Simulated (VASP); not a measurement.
A run of VASP 6.6.1 is set up as follows.

INCAR

```
SYSTEM = SnH2ICl
PREC = Accurate
ENCUT = 520
EDIFF = 1E-6
ISMEAR = 0
SIGMA = 0.01
LREAL = .FALSE.
LASPH = .TRUE.
NELM = 100
ALGO = Normal
ISIF = 2
LWAVE = .FALSE.
LCHARG = .FALSE.
GGA = PE
```

The input KPOINTS:

```
Automatic mesh
0
G
  1 1 1
  0 0 0
```

Contents of POSCAR:

```
SnH2ICl
1.0
   13.0000000000      0.0000000000      0.0000000000
    0.0000000000     12.0000000000      0.0000000000
    0.0000000000      0.0000000000     13.0000000000
Cl Sn I H
1 1 1 2
Direct
    0.3662810000      0.5636930000      0.5301230000
    0.5231470000      0.5015410000      0.4675030000
    0.6323840000      0.4238710000      0.6203330000
    0.4952110000      0.3919100000      0.3825540000
    0.5808200000      0.6080590000      0.4090990000
```

Potentials or basis: VASP PAW PBE potentials, release 64 (Cl, Sn_d, I, H).

Launch:

```sh
$ cat potpaw_PBE.64/Cl/POTCAR potpaw_PBE.64/Sn_d/POTCAR potpaw_PBE.64/I/POTCAR potpaw_PBE.64/H/POTCAR > POTCAR
$ mpirun -np 1 vasp_gam > vasp.out
```

Task: Predict the largest force.

Result: 1.347 eV/Å.

Task: What does it give for the gap between the frontier levels?

Result: 4.20 eV.

Forces on the atoms (eV/Å):
```
Cl  -0.370  0.166  0.174
Sn  -0.506 -0.833 -0.929
I    0.471 -0.268  0.670
H    0.067  0.316  0.320
H    0.338  0.618 -0.235
```

Caveat: spin-orbit coupling is left out, which moves the levels of the heavy elements.
